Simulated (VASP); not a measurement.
Given:

```xyz
2
Lattice="0.0000 3.8452 3.8452 3.8452 0.0000 3.8452 3.8452 3.8452 0.0000" Properties=species:S:1:pos:R:3 pbc="T T T"
Sr     0.0000     0.0000     0.0000
Te     1.9226     1.9226     1.9226
```

Method: PBEsol GGA, VASP's PBE PAW potentials (set 64) (plane waves; VASP). Settings: 400 eV cut-off, 6×6×6 Γ-centred mesh, Gaussian smearing of 0.050 eV, potentials Sr_sv Te.

Energy and stress use the plane-wave basis of the starting cell.

Problem. The ions, cell shape and volume are relaxed. Which structure does the run end with?

Solution. 
```xyz
2
Lattice="0.0000 3.6853 3.6853 3.6853 0.0000 3.6853 3.6853 3.6853 0.0000" Properties=species:S:1:pos:R:3 pbc="T T T"
Sr     0.0000     0.0000     0.0000
Te     1.8427     1.8427     1.8427
```
Space group F-43m (216), at a tolerance of 0.03 Å.

Problem. How do energy and volume change from the first to the last step?

Solution. The energy (σ→0) changes by -53.8 meV/atom and the volume by -12.0 %, in 3 ionic steps.

```csv
step,E(σ→0) (eV),max force (eV/Å),pressure (GPa),volume (Å³)
1,-8.0449,0.000,-2.27,113.70
2,-8.1520,0.000,-0.20,100.97
3,-8.1526,0.000,-0.01,100.10
```

The structure was generated: SrTe was put into the zinc blende type (F-43m), which need not be its known phase. This run relaxes it. Symmetry was kept, so distortions that lower it aren't found.
